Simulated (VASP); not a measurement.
Given:

```
CELL_PARAMETERS angstrom
      1.64299    -2.84574     0.00000
      1.64299     2.84574     0.00000
      0.00000     0.00000     5.30473
ATOMIC_POSITIONS crystal
  Zn 0.66667 0.33333 0.50125
  Zn 0.33333 0.66667 0.00125
  O  0.66667 0.33333 0.88075
  O  0.33333 0.66667 0.38075
```

Method: PBE GGA, VASP's PBE PAW potentials (set 64) (plane waves; VASP 6.6.1). Run with 520 eV cut-off, 18×18×10 Γ-centred mesh, Gaussian smearing of 0.010 eV, potentials Zn O.

**Question.** Estimate the energy per atom (σ→0), band gap (on the k-mesh) with the smallest direct gap where there is one.

**Answer.** 
```json
{
 "band gap (on the k-mesh)": "0.72 eV",
 "smallest direct gap (on the k-mesh)": "0.72 eV",
 "energy per atom (σ→0)": "-4.466 eV/atom"
}
```

The compound is ZnO in the wurtzite structure. It was relaxed first.
